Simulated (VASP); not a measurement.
A run of VASP 6.6.1:

POSCAR

```
Ir
1.0
    2.7292116485      0.0000000000      0.0000000000
   -1.3646058242      2.3635666199      0.0000000000
    0.0000000000      0.0000000000      4.4220171842
Ir
2
Direct
    0.6666666667      0.3333333333      0.7500000000
    0.3333333333      0.6666666667      0.2500000000
```

INCAR.step1

```
ALGO = Normal
EDIFF = 1E-4
ENCUT = 520
GGA = PE
ISMEAR = 0
LASPH = True
LCHARG = False
LREAL = False
LWAVE = True
NBANDS = 16
NELM = 100
PREC = Accurate
SIGMA = 0.1
```

The input INCAR.step2:

```
ALGO = Normal
EDIFF = 1E-7
ENCUT = 520
ISIF = 2
ISMEAR = 0
ISTART = 1
LASPH = True
LCHARG = False
LMIXTAU = True
LREAL = False
LWAVE = False
METAGGA = R2SCAN
NBANDS = 16
NELM = 100
PREC = Accurate
SIGMA = 0.1
```

File KPOINTS:

```
k-points
0
Gamma
  18 18 10
```

Potentials or basis: VASP PAW PBE potentials, release 64 (Ir).

The run is started by

```sh
$ cat potpaw_PBE.64/Ir/POTCAR > POTCAR
$ cp INCAR.step1 INCAR
$ mpirun -np 1 vasp_std > vasp.out
$ cp INCAR.step2 INCAR
$ mpirun -np 1 vasp_std > vasp.out
```

Hardware: 1 thread of AMD EPYC 9R45 (Zen 5), with other jobs on the host.

Estimate the wall time of this run.

Wall time 3.4 min on 1 thread of AMD EPYC 9R45 (Zen 5), with other jobs on the host, peak memory 0.18 GiB. Counts: scf iterations 11, k points 222.
